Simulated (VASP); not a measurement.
Consider the following.

```
CELL_PARAMETERS angstrom
      0.00000     2.42437     2.42437
      2.42437     0.00000     2.42437
      2.42437     2.42437     0.00000
ATOMIC_POSITIONS crystal
  Ca 0.00000 0.00000 0.00000
  O  0.50000 0.50000 0.50000
```

Level of theory: rev-vdW-DF2, VASP's PBE PAW potentials (set 64) (plane waves; VASP). Numerical set-up: 520 eV cut-off, 9×9×9 Γ-centred mesh, Gaussian smearing of 0.050 eV, potentials Ca_sv O.

Give the stress tensor in GPa (positive for a compressed cell).

```
-3.12   0.00   0.00
 0.00  -3.12   0.00
 0.00   0.00  -3.12
```
The pressure is its mean diagonal, -3.12 GPa.

The compound is CaO in the rock salt structure. This cell is one point of a volume scan, at 1.03 of the reference volume.
